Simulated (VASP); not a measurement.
# TmN: N into a neighbouring N vacancy, part 4 of 4

How hard is this move in TmN: N into a neighbouring N vacancy? Both ends are relaxed first, then a band of images between them. The start is a cell from a database of measured crystal structures.

VASP 6.6.1; PBEsol, 4f electrons in the core; plane waves and PAW (Tm_3, N).

Still holding for the runs below: The data set Tm_3 holds the 4f electrons frozen in the core, so no f bands or f moments appear.

So far. Step 3 (Relax the start): The run ended after 7 ionic steps, 0.243 eV below its first step, once the forces on the free atoms met EDIFFG = -0.05. Step 4 (Relax the end): The run ended after 6 ionic steps, 0.276 eV below its first step, once the forces on the free atoms met EDIFFG = -0.05.

**5. Nudged elastic band**

Images on a straight line between the ends relax across the path, while springs keep them spaced along it.

The input, INCAR:

```
SYSTEM = Tm8N7
PREC = Normal
ENCUT = 400
EDIFF = 1E-05
NELM = 120
ISMEAR = 1
SIGMA = 0.15
LREAL = Auto
ALGO = Fast
GGA = PS
NBANDS = 68
LWAVE = .FALSE.
LCHARG = .FALSE.
IMAGES = 3
SPRING = -5
IBRION = 1
POTIM = 0.3
NSW = 60
EDIFFG = -0.05
ISYM = 0
ISIF = 0
```

The input, POSCAR:

```
Tm8N7
1.0
    0.0000000000      4.7590296604      4.7590296604
    4.7590296604      0.0000000000      4.7590296604
    4.7590296604      4.7590296604      0.0000000000
Tm N
8 7
Direct
    0.9995191489      0.0006109092      0.9993617604
    0.9956563809      0.9956155088      0.5040097859
    0.9957261676      0.5048655011      0.9943883618
    0.9954987266      0.5051068776      0.5036608836
    0.5048906964      0.9953981351      0.9942993482
    0.5047052261      0.9957319374      0.5037906124
    0.5047184172      0.5050082338      0.9946465094
    0.5001976904      0.5003143946      0.4990263080
    0.2498485396      0.2505689524      0.7486030145
    0.2500689497      0.7504879252      0.2491067005
    0.2499726634      0.7500438236      0.7497977060
    0.7505776028      0.2504025739      0.2491348490
    0.7498462312      0.2504008931      0.7496150257
    0.7497323491      0.7509102957      0.2486206602
    0.7506738675      0.7498034762      0.7489141299
```

The input, KPOINTS:

```
Automatic mesh
0
Gamma
3 3 3
0 0 0
```

The input, 00/POSCAR:

```
Tm8N7
1.0
    0.0000000000      4.7590296604      4.7590296604
    4.7590296604      0.0000000000      4.7590296604
    4.7590296604      4.7590296604      0.0000000000
Tm N
8 7
Direct
    0.9995191489      0.0006109092      0.9993617604
    0.9956563809      0.9956155088      0.5040097859
    0.9957261676      0.5048655011      0.9943883618
    0.9954987266      0.5051068776      0.5036608836
    0.5048906964      0.9953981351      0.9942993482
    0.5047052261      0.9957319374      0.5037906124
    0.5047184172      0.5050082338      0.9946465094
    0.5001976904      0.5003143946      0.4990263080
    0.2498485396      0.2505689524      0.7486030145
    0.2500689497      0.7504879252      0.2491067005
    0.2499726634      0.7500438236      0.7497977060
    0.7505776028      0.2504025739      0.2491348490
    0.7498462312      0.2504008931      0.7496150257
    0.7497323491      0.7509102957      0.2486206602
    0.7506738675      0.7498034762      0.7489141299
```

The input, 01/POSCAR:

```
Tm8N7
1.0
    0.0000000000      4.7590296604      4.7590296604
    4.7590296604      0.0000000000      4.7590296604
    4.7590296604      4.7590296604      0.0000000000
Tm N
8 7
Direct
    0.9982655441     -0.0008546297      1.0009382136
    0.9965142873      0.9966130250      0.5032680876
    0.9954503088      0.5046390640      0.9972711973
    0.9953321628      0.5048651863      0.5018802426
    0.5046709834      0.9950167076      0.9972675948
    0.5044790207      0.9954846682      0.5019868412
    0.5033480837      0.5035244267      0.9961993632
    0.5011290880      0.5011978504      0.4983307784
    0.2497909633      0.2501968252      0.6243348999
    0.2498507774      0.7502258518      0.2494982754
    0.2497290177      0.7498724208      0.7501816362
    0.7503389749      0.2501101430      0.2495339912
    0.7495905606      0.2501246865      0.7499207400
    0.7495446657      0.7504986392      0.2492780418
    0.7504218072      0.7496353991      0.7494234846
```

The input, 02/POSCAR:

```
Tm8N7
1.0
    0.0000000000      4.7590296604      4.7590296604
    4.7590296604      0.0000000000      4.7590296604
    4.7590296604      4.7590296604      0.0000000000
Tm N
8 7
Direct
    0.9970119392     -0.0023201685      1.0025146668
    0.9973721937      0.9976105412      0.5025263893
    0.9951744501      0.5044126268      1.0001540328
    0.9951655991      0.5046234949      0.5000996016
    0.5044512705      0.9946352802      1.0002358415
    0.5042528152      0.9952373989      0.5001830701
    0.5019777502      0.5020406196      0.9977522170
    0.5020604856      0.5020813062      0.4976352488
    0.2497333870      0.2498246980      0.5000667853
    0.2496326050      0.7499637783      0.2498898504
    0.2494853720      0.7497010180      0.7505655663
    0.7501003470      0.2498177122      0.2499331334
    0.7493348900      0.2498484799      0.7502264542
    0.7493569823      0.7500869828      0.2499354233
    0.7501697470      0.7494673220      0.7499328392
```

The input, 03/POSCAR:

```
Tm8N7
1.0
    0.0000000000      4.7590296604      4.7590296604
    4.7590296604      0.0000000000      4.7590296604
    4.7590296604      4.7590296604      0.0000000000
Tm N
8 7
Direct
    0.9957583344     -0.0037857074      1.0040911199
    0.9982301001      0.9986080575      0.5017846910
    0.9948985914      0.5041861897      1.0030368684
    0.9949990354      0.5043818036      0.4983189607
    0.5042315576      0.9942538528      1.0032040882
    0.5040266097      0.9949901296      0.4983792990
    0.5006074167      0.5005568125      0.9993050707
    0.5029918832      0.5029647620      0.4969397193
    0.2496758106      0.2494525707      0.3757986707
    0.2494144327      0.7497017048      0.2502814253
    0.2492417262      0.7495296152      0.7509494964
    0.7498617190      0.2495252813      0.2503322757
    0.7490792194      0.2495722733      0.7505321685
    0.7491692990      0.7496753264      0.2505928048
    0.7499176868      0.7492992449      0.7504421939
```

The input, 04/POSCAR:

```
Tm8N7
1.0
    0.0000000000      4.7590296604      4.7590296604
    4.7590296604      0.0000000000      4.7590296604
    4.7590296604      4.7590296604      0.0000000000
Tm N
8 7
Direct
    0.9945047296     -0.0052512463      1.0056675731
    0.9990880065      0.9996055737      0.5010429927
    0.9946227326      0.5039597526      1.0059197039
    0.9948324716      0.5041401123      0.4965383197
    0.5040118446      0.9938724253      1.0061723348
    0.5038004043      0.9947428604      0.4965755278
    0.4992370832      0.4990730054      1.0008579245
    0.5039232808      0.5038482178      0.4962441897
    0.2496182343      0.2490804435      0.2515305561
    0.2491962604      0.7494396314      0.2506730002
    0.2489980805      0.7493582124      0.7513334266
    0.7496230911      0.2492328504      0.2507314179
    0.7488235488      0.2492960667      0.7508378828
    0.7489816156      0.7492636699      0.2512501864
    0.7496656265      0.7491311678      0.7509515486
```

The projector-augmented-wave data sets are Tm_3 and N (PBE family, release 64).

Started as:

```
mpirun -np 3 vasp_std
```

The log of the run:

```text
[banner, memory and clock lines left out]
running    3 mpi-ranks, on    1 nodes
 each image running on    1 cores
[...]
01/POSCAR found :  2 types and      15 ions
 [... a notice as in an earlier step ...]

 LDA part: xc-table for (Slater+PW92), standard interpolation
[...]
00/POSCAR found :  2 types and      15 ions
[...]
04/POSCAR found :  2 types and      15 ions
 POSCAR, INCAR and KPOINTS ok, starting setup
[...]
entering main loop
       N       E                     dE             d eps       ncg     rms          rms(c)
DAV:   1     0.114850372618E+04    0.11485E+04   -0.36232E+04  1976   0.132E+03
DAV:   2     0.108411093033E+03   -0.10401E+04   -0.10124E+04  2104   0.587E+02
DAV:   3    -0.115333621982E+03   -0.22374E+03   -0.20889E+03  3196   0.177E+02
DAV:   4    -0.139041594282E+03   -0.23708E+02   -0.23286E+02  3040   0.564E+01
[...]
RMM:  14    -0.123703753955E+03    0.63827E-06   -0.23791E-04  1753   0.490E-02    0.396E-02
RMM:  15    -0.123703745616E+03    0.83383E-05   -0.10081E-04  1666   0.409E-02    0.903E-03
RMM:  16    -0.123703748515E+03   -0.28988E-05   -0.32329E-05  1384   0.178E-02
   1 F= -.12370375E+03 E0= -.12370114E+03  d E =-.123704E+03
[... from here on, the cycles between the ionic steps are left out ...]
   2 F= -.12451388E+03 E0= -.12451248E+03  d E =-.810131E+00
   6 F= -.12508940E+03 E0= -.12508754E+03  d E =-.344649E-01
  11 F= -.12530343E+03 E0= -.12529957E+03  d E =-.544202E-01
  16 F= -.12558930E+03 E0= -.12558496E+03  d E =-.185284E-01
  21 F= -.12645495E+03 E0= -.12645165E+03  d E =0.636758E-02
  26 F= -.12650485E+03 E0= -.12650147E+03  d E =0.129704E-02
  31 F= -.12677229E+03 E0= -.12676858E+03  d E =-.375294E-01
  36 F= -.12676284E+03 E0= -.12675914E+03  d E =-.112882E-01
  41 F= -.12676802E+03 E0= -.12676433E+03  d E =-.428406E-02
  46 F= -.12677389E+03 E0= -.12677018E+03  d E =-.698802E-03
  51 F= -.12679712E+03 E0= -.12679340E+03  d E =-.414161E-03
  56 F= -.12677380E+03 E0= -.12677009E+03  d E =-.285743E-02
  59 F= -.12679849E+03 E0= -.12679477E+03  d E =-.111638E-01
  60 F= -.12680455E+03 E0= -.12680082E+03  d E =-.605761E-02
 BRION: g(F)=  0.832E-02 g(S)=  0.000E+00 retain N=  3 mean eig= 1.09
 eig:   1.847  0.187  1.243
```

It took 30 min on 3 MPI ranks of Intel Xeon 6975P-C (Granite Rapids), shared host; peak memory 0.77 GiB.

OUTCAR, selected parts (step 5):

```text
  tangential force (eV/A)        -1.300965
  left and right image   2.848449  2.855831 A

  tangential force (eV/A)        -1.217955
  left and right image   2.861357  2.871313 A

 k-point     1 :       0.0000    0.0000    0.0000
  band No.  band energies     occupation
    ...
     52       3.4560      2.00000
     53       3.5218      2.00000
     54       3.6599      2.00000
     55       3.8911      2.00000
     56       3.9114      2.00000
     57       7.0289     -0.00000
     58       7.0398     -0.00000
     59       7.0430     -0.00000
     60       8.0496      0.00000
     61       8.0915      0.00000
    ...

 POSITION                                       TOTAL-FORCE (eV/Angst)
 -----------------------------------------------------------------------------------
      4.23257      4.23597      9.51596        -0.017610     -0.022370     -0.099892
      6.63048      6.63312      9.46391        -0.104272     -0.102740     -0.129766
      6.63466      8.95253      7.10909        -0.133574     -0.029743      0.000041
      4.30031      6.59536      7.10935        -0.194326      0.115700      0.000749
      8.94989      6.63744      7.10918        -0.032440     -0.132591     -0.000851
      6.59234      4.30315      7.10942         0.116216     -0.193055      0.000733
      6.63016      6.63317      4.75460        -0.102897     -0.103854      0.128954
      4.23310      4.23580      4.70248        -0.019154     -0.017675      0.101386
      4.10994      4.11314      2.35063         0.870245      0.868650     -0.001291
      4.25996      1.85202      4.74577        -0.123298     -0.010766     -0.053455
      6.60795      4.26261      4.71388        -0.009197     -0.121223      0.052774
      1.84898      4.26254      4.74561        -0.010201     -0.121707     -0.052127
      4.25985      6.61096      4.71398        -0.121381     -0.009802      0.052575
      4.21486      4.21834      7.10955         0.022831      0.018823     -0.000137
      6.63333      6.63581      7.10925        -0.140940     -0.137645      0.000307
 -----------------------------------------------------------------------------------
    total drift:                                0.000685      0.000155     -0.002345

  FREE ENERGIE OF THE ION-ELECTRON SYSTEM (eV)
  ---------------------------------------------------
  free  energy   TOTEN  =      -126.8045450938 eV

  energy  without entropy=     -126.7933802275  energy(sigma->0) =     -126.80082347

  tangential force (eV/A)        -1.175034
  left and right image   2.871032  2.882100 A

[... 5 parts as in an earlier step ...]

[... 10 further parts left out ...]
[key lines of the parts left out:]
E-fermi :   4.5901
```

CONTCAR:

```
Tm8N7
   1.00000000000000
     0.0000000000000000    4.7590296604000004    4.7590296604000004
     4.7590296604000004    0.0000000000000000    4.7590296604000004
     4.7590296604000004    4.7590296604000004    0.0000000000000000
  Tm              N
     8     7
Direct
     1.0001367737152411    0.9994219460655263   -0.1100458536571190
     0.9945880914401873    0.9940339857531405    0.3992081010231502
     0.9904278548618444    0.5033821114577596    0.8907384874233600
     0.9880586824698377    0.5058060692980382    0.3978046168220776
     0.5039609732434858    0.9898684990507979    0.8907443815923923
     0.5064303373197998    0.9874496989521176    0.3977776811862523
     0.4998509555827532    0.4992182622052337    0.8939560686161240
     0.4943429767543774    0.4937742892152986    0.3957133098042436
     0.2473009014929033    0.2466292020818383    0.6169805230787738
     0.2456208668405742    0.7515928365286916    0.1435388359589936
     0.2488465165971312    0.7416655893016603    0.6468417214100042
     0.7521661890845303    0.2450130370694414    0.1435079998395667
     0.7422829767964911    0.2482517950422648    0.6468568497184370
     0.7473196498934895    0.7465882259910219    0.1390663725876489
     0.7471833608483555    0.7466616053333446    0.6471783022767165
```

The band used up its steps before its forces met the threshold, so no barrier is taken from it.

**6. Results**

```yaml
result: none
```

In words: The session ends without its result: «nudged elastic band» used up its steps.

[Lines on the potential files, build, host, timing and source positions are cut from VASP's logs without a mark.]

[Logs are printed without paths, hosts, clocks, repeated set-up lines and the standing remarks that a program may print on its own settings, such as how far it seeks lower states.]

[Hosts, paths, dates, database ids (printed as entryN), source tags and the programs' standing remarks are cut or masked in the printed files.]

[Runs that stopped without an error message from VASP are left out.]
